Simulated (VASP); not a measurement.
Level of theory: PBE GGA, VASP's PBE PAW potentials (set 64) (plane waves; VASP).

A VASP calculation is set up with these files.

File POSCAR:
```
B31N32Si
1
    7.2488848260     0.0000000000     0.0000000000
    0.0000000000     7.2488848260     0.0000000000
   -0.0000000000    -0.0000000000     7.2488848260
B N Si
31 32 1
Direct
  0.5000000000   0.0000000000   0.0000000000
  0.7500000000   0.2500000000   0.0000000000
  0.7500000000   0.0000000000   0.2500000000
  0.0000000000   0.0000000000   0.0000000000
  0.2500000000   0.2500000000   0.0000000000
  0.5000000000   0.5000000000   0.0000000000
  0.7500000000   0.7500000000   0.0000000000
  0.2500000000   0.0000000000   0.2500000000
  0.5027990000   0.2568010000   0.2518910000
  0.7431490000   0.4940840000   0.2509450000
  0.5000000000   0.0000000000   0.5000000000
  0.7441190000   0.2469870000   0.4942700000
  0.7500000000   0.0000000000   0.7500000000
  0.0000000000   0.5000000000   0.0000000000
  0.2500000000   0.7500000000   0.0000000000
  0.0000000000   0.2500000000   0.2500000000
  0.2494390000   0.5006050000   0.2510590000
  0.5020570000   0.7566080000   0.2529940000
  0.0000000000   0.0000000000   0.5000000000
  0.2433970000   0.2446250000   0.4964780000
  0.7544840000   0.7493610000   0.5014570000
  0.2500000000   0.0000000000   0.7500000000
  0.5055630000   0.2502700000   0.7560440000
  0.7473140000   0.4963830000   0.7486340000
  0.0000000000   0.7500000000   0.2500000000
  0.0000000000   0.5000000000   0.5000000000
  0.2461040000   0.7482700000   0.4990880000
  0.0000000000   0.2500000000   0.7500000000
  0.2437540000   0.4971390000   0.7437360000
  0.5052010000   0.7556360000   0.7493400000
  0.0000000000   0.7500000000   0.7500000000
  0.6250000000   0.1250000000   0.1250000000
  0.8750000000   0.3750000000   0.1250000000
  0.8750000000   0.1250000000   0.3750000000
  0.1250000000   0.1250000000   0.1250000000
  0.3787780000   0.3756750000   0.1202730000
  0.6279950000   0.6183040000   0.1251820000
  0.8750000000   0.8750000000   0.1250000000
  0.3797080000   0.1264600000   0.3743830000
  0.6183380000   0.3700150000   0.3770100000
  0.8773430000   0.6298060000   0.3716110000
  0.6318420000   0.1194690000   0.6291040000
  0.8806610000   0.3780770000   0.6289370000
  0.8750000000   0.1250000000   0.8750000000
  0.1250000000   0.6250000000   0.1250000000
  0.3750000000   0.8750000000   0.1250000000
  0.1259300000   0.3751480000   0.3750930000
  0.3685730000   0.6208280000   0.3717210000
  0.6276320000   0.8746890000   0.3769150000
  0.1250000000   0.1250000000   0.6250000000
  0.3799040000   0.3682310000   0.6198080000
  0.6289510000   0.6208770000   0.6242010000
  0.8750000000   0.8750000000   0.6250000000
  0.3750000000   0.1250000000   0.8750000000
  0.6248040000   0.3706120000   0.8704940000
  0.8750000000   0.6250000000   0.8750000000
  0.1250000000   0.8750000000   0.3750000000
  0.1183220000   0.6307970000   0.6214760000
  0.3706810000   0.8726790000   0.6286320000
  0.1250000000   0.3750000000   0.8750000000
  0.3807240000   0.6254860000   0.8752920000
  0.6250000000   0.8750000000   0.8750000000
  0.1250000000   0.8750000000   0.8750000000
  0.4971070000   0.5005510000   0.4946640000
```

KPOINTS:
```
K-points
0
gamma
  1 1 1
0 0 0
```

INCAR:
```
# general
SYSTEM  = B31N32Si
PREC    = Normal
ENCUT   = 400   # plane-wave cut-off (eV)
LREAL   = Auto   # projection in real space or not
LASPH   = .True.   # aspherical one-centre terms
ISYM    = 0

# electronic loop
EDIFF   = 1E-5   # SCF stop (eV)
NELM    = 100
NELMIN  = 4
ALGO    = Fast

# smearing
ISMEAR  = 0   # Gaussian
SIGMA   = 0.05

# functional
GGA     = PE   # PBE

# spin
ISPIN   = 2   # spin-polarised
MAGMOM  = 64*0.0156
NUPDOWN = 1

# ions
IBRION  = 2   # conjugate gradients
NSW     = 60   # most ionic steps
ISIF    = 2
EDIFFG  = -0.03   # ionic stop

# output
LWAVE   = .True.
LCHARG  = .False.
LORBIT  = 10
```

POTCAR, in this order: B N Si (PBE.64 set). Program: vasp_gam.

What VASP printed:

**OSZICAR**
```
...
RMM:   4    -0.549481259822E+03    0.40084E-01   -0.45281E-01   645   0.169E+00    0.132E+00
RMM:   5    -0.549485434685E+03   -0.41749E-02   -0.60700E-02   652   0.646E-01    0.758E-01
RMM:   6    -0.549485552083E+03   -0.11740E-03   -0.12293E-02   649   0.255E-01    0.392E-01
RMM:   7    -0.549485845242E+03   -0.29316E-03   -0.37631E-03   658   0.133E-01    0.778E-02
RMM:   8    -0.549485843334E+03    0.19088E-05   -0.85029E-04   653   0.653E-02    0.608E-02
RMM:   9    -0.549485875507E+03   -0.32173E-04   -0.26033E-04   643   0.346E-02    0.329E-02
RMM:  10    -0.549485865784E+03    0.97228E-05   -0.72227E-05   563   0.187E-02
   3 F= -.54948587E+03 E0= -.54948568E+03  d E =-.266497E+01  mag=     1.0000
       N       E                     dE             d eps       ncg     rms          rms(c)
DAV:   1    -0.549327079786E+03    0.15880E+00   -0.14180E+02   680   0.340E+01    0.316E+00
RMM:   2    -0.549513902788E+03   -0.18682E+00   -0.29636E+00   644   0.480E+00    0.151E+00
RMM:   3    -0.549505217431E+03    0.86854E-02   -0.35907E-01   645   0.165E+00    0.911E-01
RMM:   4    -0.549500781416E+03    0.44360E-02   -0.70387E-02   649   0.651E-01    0.341E-01
RMM:   5    -0.549501461274E+03   -0.67986E-03   -0.92678E-03   648   0.253E-01    0.172E-01
RMM:   6    -0.549501619136E+03   -0.15786E-03   -0.22651E-03   669   0.106E-01    0.757E-02
RMM:   7    -0.549501655448E+03   -0.36311E-04   -0.42567E-04   663   0.446E-02    0.279E-02
RMM:   8    -0.549501654838E+03    0.60946E-06   -0.62709E-05   515   0.192E-02
   4 F= -.54950165E+03 E0= -.54950165E+03  d E =-.157891E-01  mag=     1.0000
       N       E                     dE             d eps       ncg     rms          rms(c)
DAV:   1    -0.549779481097E+03   -0.27783E+00   -0.34538E+01   678   0.168E+01    0.161E+00
RMM:   2    -0.549820570266E+03   -0.41089E-01   -0.69840E-01   644   0.232E+00    0.730E-01
RMM:   3    -0.549818760465E+03    0.18098E-02   -0.85519E-02   645   0.792E-01    0.428E-01
RMM:   4    -0.549817736029E+03    0.10244E-02   -0.16917E-02   649   0.316E-01    0.142E-01
RMM:   5    -0.549817879021E+03   -0.14299E-03   -0.21057E-03   650   0.120E-01    0.686E-02
RMM:   6    -0.549817905168E+03   -0.26147E-04   -0.52793E-04   667   0.503E-02    0.308E-02
RMM:   7    -0.549817914302E+03   -0.91342E-05   -0.93897E-05   556   0.208E-02
   5 F= -.54981791E+03 E0= -.54981791E+03  d E =-.332049E+00  mag=     1.0000
       N       E                     dE             d eps       ncg     rms          rms(c)
DAV:   1    -0.549829952914E+03   -0.12048E-01   -0.23940E+01   679   0.140E+01    0.133E+00
RMM:   2    -0.549856074492E+03   -0.26122E-01   -0.48188E-01   644   0.193E+00    0.602E-01
RMM:   3    -0.549854658947E+03    0.14155E-02   -0.61345E-02   645   0.669E-01    0.329E-01
RMM:   4    -0.549854328811E+03    0.33014E-03   -0.11582E-02   645   0.265E-01    0.117E-01
RMM:   5    -0.549854438773E+03   -0.10996E-03   -0.15700E-03   655   0.103E-01    0.622E-02
RMM:   6    -0.549854451225E+03   -0.12452E-04   -0.33036E-04   659   0.415E-02    0.276E-02
RMM:   7    -0.549854457756E+03   -0.65314E-05   -0.73556E-05   525   0.181E-02
   6 F= -.54985446E+03 E0= -.54985446E+03  d E =-.365435E-01  mag=     1.0000
       N       E                     dE             d eps       ncg     rms          rms(c)
DAV:   1    -0.549885772776E+03   -0.31322E-01   -0.39521E+00   712   0.568E+00    0.518E-01
RMM:   2    -0.549889846858E+03   -0.40741E-02   -0.79212E-02   644   0.782E-01    0.249E-01
RMM:   3    -0.549889569306E+03    0.27755E-03   -0.10198E-02   645   0.272E-01    0.138E-01
RMM:   4    -0.549889518935E+03    0.50371E-04   -0.18609E-03   645   0.106E-01    0.503E-02
RMM:   5    -0.549889534534E+03   -0.15598E-04   -0.24811E-04   651   0.412E-02    0.247E-02
RMM:   6    -0.549889537929E+03   -0.33956E-05   -0.58058E-05   508   0.169E-02
   7 F= -.54988954E+03 E0= -.54988954E+03  d E =-.716236E-01  mag=     1.0000
       N       E                     dE             d eps       ncg     rms          rms(c)
DAV:   1    -0.549900274400E+03   -0.10740E-01   -0.34951E+00   712   0.536E+00    0.415E-01
RMM:   2    -0.549903878789E+03   -0.36044E-02   -0.61317E-02   644   0.688E-01    0.204E-01
RMM:   3    -0.549903846854E+03    0.31935E-04   -0.83101E-03   647   0.241E-01    0.118E-01
RMM:   4    -0.549903796361E+03    0.50493E-04   -0.15554E-03   649   0.943E-02    0.423E-02
RMM:   5    -0.549903814318E+03   -0.17957E-04   -0.24586E-04   670   0.375E-02    0.194E-02
RMM:   6    -0.549903816188E+03   -0.18701E-05   -0.42022E-05   464   0.146E-02
   8 F= -.54990382E+03 E0= -.54990382E+03  d E =-.142783E-01  mag=     1.0000
       N       E                     dE             d eps       ncg     rms          rms(c)
DAV:   1    -0.549904380402E+03   -0.56608E-03   -0.10917E-01   744   0.946E-01    0.732E-02
RMM:   2    -0.549904488922E+03   -0.10852E-03   -0.18930E-03   644   0.121E-01    0.360E-02
RMM:   3    -0.549904487738E+03    0.11848E-05   -0.25864E-04   648   0.424E-02    0.208E-02
RMM:   4    -0.549904485714E+03    0.20235E-05   -0.46597E-05   501   0.165E-02
   9 F= -.54990449E+03 E0= -.54990449E+03  d E =-.149478E-01  mag=     1.0000
       N       E                     dE             d eps       ncg     rms          rms(c)
DAV:   1    -0.549908033767E+03   -0.35460E-02   -0.72237E-01   712   0.244E+00    0.180E-01
RMM:   2    -0.549908807787E+03   -0.77402E-03   -0.11631E-02   644   0.302E-01    0.920E-02
RMM:   3    -0.549908828473E+03   -0.20685E-04   -0.17183E-03   651   0.107E-01    0.522E-02
RMM:   4    -0.549908826256E+03    0.22164E-05   -0.32656E-04   647   0.421E-02    0.194E-02
RMM:   5    -0.549908832141E+03   -0.58848E-05   -0.65719E-05   514   0.174E-02
  10 F= -.54990883E+03 E0= -.54990883E+03  d E =-.434643E-02  mag=     1.0000
       N       E                     dE             d eps       ncg     rms          rms(c)
DAV:   1    -0.549908843818E+03   -0.17561E-04   -0.21200E-03   776   0.132E-01    0.116E-02
RMM:   2    -0.549908847153E+03   -0.33351E-05   -0.41436E-05   492   0.180E-02    0.631E-03
RMM:   3    -0.549908847437E+03   -0.28440E-06   -0.56628E-06   382   0.636E-03    0.418E-03
RMM:   4    -0.549908847445E+03   -0.78544E-08   -0.10907E-06   285   0.245E-03
  11 F= -.54990885E+03 E0= -.54990885E+03  d E =-.436173E-02  mag=     1.0000
       N       E                     dE             d eps       ncg     rms          rms(c)
DAV:   1    -0.549909884055E+03   -0.10366E-02   -0.37791E-01   680   0.176E+00    0.133E-01
RMM:   2    -0.549910176029E+03   -0.29197E-03   -0.54622E-03   644   0.204E-01    0.627E-02
RMM:   3    -0.549910178797E+03   -0.27679E-05   -0.94342E-04   651   0.754E-02    0.334E-02
RMM:   4    -0.549910183729E+03   -0.49324E-05   -0.16390E-04   645   0.290E-02    0.143E-02
RMM:   5    -0.549910185595E+03   -0.18652E-05   -0.27628E-05   438   0.118E-02
  12 F= -.54991019E+03 E0= -.54991019E+03  d E =-.133815E-02  mag=     1.0000
       N       E                     dE             d eps       ncg     rms          rms(c)
DAV:   1    -0.549910219033E+03   -0.35304E-04   -0.89123E-03   744   0.271E-01    0.203E-02
RMM:   2    -0.549910225181E+03   -0.61480E-05   -0.12272E-04   644   0.306E-02    0.970E-03
RMM:   3    -0.549910224860E+03    0.32095E-06   -0.19932E-05   404   0.112E-02    0.526E-03
RMM:   4    -0.549910224868E+03   -0.80836E-08   -0.31241E-06   371   0.403E-03
  13 F= -.54991022E+03 E0= -.54991022E+03  d E =-.137742E-02  mag=     1.0000
       N       E                     dE             d eps       ncg     rms          rms(c)
DAV:   1    -0.549910502977E+03   -0.27812E-03   -0.10411E-01   680   0.923E-01    0.698E-02
RMM:   2    -0.549910605022E+03   -0.10204E-03   -0.16542E-03   644   0.113E-01    0.343E-02
RMM:   3    -0.549910605136E+03   -0.11433E-06   -0.24426E-04   651   0.402E-02    0.191E-02
RMM:   4    -0.549910604864E+03    0.27255E-06   -0.47031E-05   485   0.158E-02
  14 F= -.54991060E+03 E0= -.54991060E+03  d E =-.379995E-03  mag=     1.0000
```

**OUTCAR**
```
------------------------ aborting loop because EDIFF is reached ----------------------------------------
  FORCE on cell =-STRESS in cart. coord.  units (eV):
  Direction    XX          YY          ZZ          XY          YZ          ZX
  --------------------------------------------------------------------------------------
  Total        5.3220801      5.3447805      5.3493345     -0.7452165      0.7151200      0.7523913
  in kB       22.3860973     22.4815814     22.5007366     -3.1345805      3.0079868      3.1647598
  external PRESSURE =      22.4561384 kB  Pullay stress =       0.0000000 kB
  volume of cell :      380.90
      direct lattice vectors                 reciprocal lattice vectors
     7.248884826  0.000000000  0.000000000     0.137952254  0.000000000  0.000000000
     0.000000000  7.248884826  0.000000000     0.000000000  0.137952254  0.000000000
     0.000000000  0.000000000  7.248884826     0.000000000  0.000000000  0.137952254
  FREE ENERGIE OF THE ION-ELECTRON SYSTEM (eV)
  ---------------------------------------------------
  free  energy   TOTEN  =      -549.9106048637 eV

  energy  without entropy=     -549.9106048635  energy(sigma->0) =     -549.91060486

 total charge

# of ion       s       p       d       tot
------------------------------------------
    1        0.678   1.386   0.000   2.064
    2        0.671   1.357   0.000   2.028
    3        0.670   1.355   0.000   2.025
    4        0.671   1.357   0.000   2.027
    5        0.671   1.356   0.000   2.027
    6        0.670   1.356   0.000   2.027
    7        0.670   1.355   0.000   2.025
    8        0.671   1.357   0.000   2.028
    9        0.673   1.369   0.000   2.043
   10        0.670   1.358   0.000   2.027
   11        0.670   1.356   0.000   2.027
   12        0.673   1.369   0.000   2.042
   13        0.671   1.357   0.000   2.028
   14        0.678   1.386   0.000   2.064
   15        0.671   1.357   0.000   2.028
   16        0.671   1.357   0.000   2.028
   17        0.673   1.369   0.000   2.043
   18        0.670   1.358   0.000   2.027
   19        0.678   1.386   0.000   2.063
   20        0.672   1.363   0.000   2.035
   21        0.670   1.358   0.000   2.027
   22        0.671   1.356   0.000   2.027
   23        0.672   1.363   0.000   2.035
   24        0.673   1.369   0.000   2.043
   25        0.670   1.355   0.000   2.025
   26        0.670   1.356   0.000   2.026
   27        0.673   1.369   0.000   2.042
   28        0.671   1.356   0.000   2.027
   29        0.672   1.364   0.000   2.035
   30        0.673   1.369   0.000   2.042
   31        0.671   1.357   0.000   2.028
   32        1.224   2.731   0.000   3.956
   33        1.232   2.708   0.000   3.940
   34        1.224   2.731   0.000   3.956
   35        1.223   2.724   0.000   3.947
   36        1.231   2.692   0.000   3.923
   37        1.223   2.713   0.000   3.936
   38        1.231   2.704   0.000   3.935
   39        1.222   2.716   0.000   3.939
   40        1.237   2.756   0.000   3.993
   41        1.223   2.713   0.000   3.936
   42        1.222   2.716   0.000   3.939
   43        1.231   2.692   0.000   3.922
   44        1.223   2.724   0.000   3.947
   45        1.224   2.731   0.000   3.956
   46        1.232   2.708   0.000   3.941
   47        1.222   2.716   0.000   3.939
   48        1.237   2.756   0.000   3.994
   49        1.223   2.713   0.000   3.936
   50        1.224   2.729   0.000   3.953
   51        1.245   2.728   0.000   3.973
   52        1.237   2.756   0.000   3.993
   53        1.232   2.708   0.000   3.940
   54        1.224   2.729   0.000   3.953
   55        1.222   2.716   0.000   3.939
   56        1.224   2.731   0.000   3.956
   57        1.224   2.731   0.000   3.956
   58        1.222   2.716   0.000   3.939
   59        1.231   2.692   0.000   3.922
   60        1.224   2.729   0.000   3.953
   61        1.222   2.716   0.000   3.939
   62        1.224   2.731   0.000   3.956
   63        1.223   2.724   0.000   3.947
   64        0.729   1.127   0.000   1.857
--------------------------------------------------
tot         60.824 130.448   0.000 191.272

 magnetization (x)

# of ion       s       p       d       tot
------------------------------------------
    1        0.000   0.005   0.000   0.006
    2        0.000   0.005   0.000   0.006
    3        0.000   0.006   0.000   0.007
    4        0.000   0.004   0.000   0.004
    5        0.000   0.005   0.000   0.006
    6        0.000   0.006   0.000   0.007
    7        0.000   0.006   0.000   0.007
    8        0.000   0.006   0.000   0.006
    9        0.000   0.007   0.000   0.007
   10        0.000   0.006   0.000   0.006
   11        0.000   0.006   0.000   0.007
   12        0.000   0.007   0.000   0.007
   13        0.000   0.006   0.000   0.006
   14        0.000   0.005   0.000   0.006
   15        0.000   0.005   0.000   0.006
   16        0.000   0.005   0.000   0.006
   17        0.000   0.007   0.000   0.007
...
```
(Selected blocks of OUTCAR.)

File CONTCAR:
```
B31N32Si
   1.00000000000000
     7.2488848260000003    0.0000000000000000    0.0000000000000000
     0.0000000000000000    7.2488848260000003    0.0000000000000000
     0.0000000000000000    0.0000000000000000    7.2488848260000003
  B               N               Si
    31    32     1
Direct
     0.5007632732031496    0.0003470775122567    0.9989984281197084
     0.7501238494738484    0.2481978665297207    0.9987414741524737
     0.7498871712294281    0.0001287863436456    0.2499066281196634
     0.0006672564864141    0.0001537938512158    0.9991124124440133
     0.2488403691086929    0.2483514502539600    0.9991575101054062
     0.5008653106933211    0.5003652242833101    0.9989326383298277
     0.7499348110223140    0.7494712382549948    0.9992085290206156
     0.2486802809921708    0.0006023351738708    0.2496825751134018
     0.5008122508100634    0.2434387691769835    0.2459187949667870
     0.7531270287402090    0.5005444367622112    0.2466326279428092
     0.5008338868349452    0.0003658701637110    0.4989033450693761
     0.7538295253862782    0.2434500739167687    0.4990018646416314
     0.7501087490573273    0.0005868564777500    0.7511090740721762
     0.0008182385560844    0.5002661541639853    0.9989331099204789
     0.2486899707510382    0.7496535396763161    0.9987006163770031
     0.0010325474922957    0.2482406560120054    0.2496741237844302
     0.2438949774957663    0.5003498428932017    0.2459048433442498
     0.5009561416622739    0.7526339419153505    0.2465995084151144
     0.0007970363136477    0.0003092890903757    0.4990359108932400
     0.2450413330071736    0.2445885412696923    0.4982509057211365
     0.7531050934620014    0.7526499264626230    0.4988028128318339
     0.2488721307342487    0.0001729695624255    0.7509378002034616
     0.5015107485292062    0.2445545997499738    0.7547746950540147
     0.7538218244119870    0.5003598127586071    0.7558933330578312
     0.0005825327184812    0.7494594823370135    0.2498602037091198
     0.0008791852007687    0.5004035179618590    0.4988710214721438
     0.2439023863620380    0.7533545511147507    0.4989414087379326
     0.0006387026471405    0.2483398533129452    0.7509373630199607
     0.2450980292635019    0.5010051692761067    0.7547386084005595
     0.5007924741002349    0.7533235951450722    0.7558802361240019
     0.0010962838639338    0.7496354288216062    0.7510895958037453
     0.6252363296219484    0.1228923489356378    0.1228861260958986
     0.8765492209980258    0.3745722807207385    0.1232023726251164
     0.8768692702946580    0.1229051113401385    0.3746012805011258
     0.1250019043930767    0.1245263328928858    0.1244399019437427
     0.3748889614294930    0.3744408463250346    0.1245410967945767
     0.6249930009668460    0.6245465072906951    0.1240974589259042
     0.8751044444258055    0.8746030879744809    0.1246906967404866
     0.3747833854596012    0.1240371633274917    0.3744417677702945
     0.6347796958214341    0.3628197089931111    0.3649214785731850
     0.8756203978804269    0.6245223280512096    0.3747950974247656
     0.6252846604105753    0.1240305714506551    0.6250116617416380
     0.8751887937094087    0.3744252355651273    0.6248679263966972
     0.8753201524124165    0.1245223336937582    0.8747585533909511
     0.1233593285444091    0.6247965726255563    0.1228478149612367
     0.3750239562496077    0.8760846284127384    0.1232133695806947
     0.1245043746059543    0.3743370624181493    0.3744322698812803
     0.3632606031940491    0.6343257310187118    0.3649390334151287
     0.6249838502281265    0.8751612187162555    0.3747869844068949
     0.1239658057996180    0.1234580990092099    0.6248545562568895
     0.3668177793842733    0.3663422696121930    0.6329635783225908
     0.6347853191284236    0.6343566323699021    0.6365550962864073
     0.8765668456332250    0.8760292269303922    0.6247733929090578
     0.3749467152811919    0.1234556139303492    0.8758556802187430
     0.6253334472679891    0.3742970779613847    0.8752841763276413
     0.8769034252444415    0.6247561102330467    0.8763714266830848
     0.1233416947422785    0.8764048220700376    0.3745495616434595
     0.1245059086951180    0.6248412914183578    0.6250101193463221
     0.3749131577926723    0.8747905050466569    0.6248569787638729
     0.1239396951822635    0.3744200657949097    0.8758315730330224
     0.3747767222892439    0.6248047544430465    0.8752486369816307
     0.6252510128756398    0.8763975097052803    0.8764122923346060
     0.1250471443643668    0.8748431477090680    0.8747334952532572
     0.5028225960634182    0.5024221537895057    0.4968245455016597
```

At this cut-off the stress carries a Pulay error, which pulls relaxed volumes low. The supercell is sampled at Γ alone, which is coarse: total energies, pressure and levels can be off, energies of defects by several tenths of an eV.

The cell is a supercell with a defect, built from BN (zinc blende): Si_B.
